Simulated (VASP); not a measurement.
Consider the following.

```
Be2C
1.0
    0.00000     2.10414     2.10414
    2.10414     0.00000     2.10414
    2.10414     2.10414     0.00000
Be C
2 1
Cartesian
  1.05207   1.05207   1.05207
  3.15620   3.15620   3.15620
  0.00000   0.00000   0.00000
```

These are PBE GGA, VASP's PBE PAW potentials (set 64) (plane waves; VASP) values and carry that method's errors. Settings: 620 eV cut-off, 9×9×9 Γ-centred mesh, Gaussian smearing of 0.050 eV, potentials Be C.

**Question.** What does the run give for the energy per atom (σ→0), pressure?

**Answer.** 
```json
{
 "energy per atom (σ→0)": "-5.786 eV/atom",
 "pressure": "20.04 GPa"
}
```

Total energies compare only between runs with the same potentials, cut-off and functional.

The compound is Be2C in the antifluorite structure. It was relaxed first under an external pressure of 20 GPa.
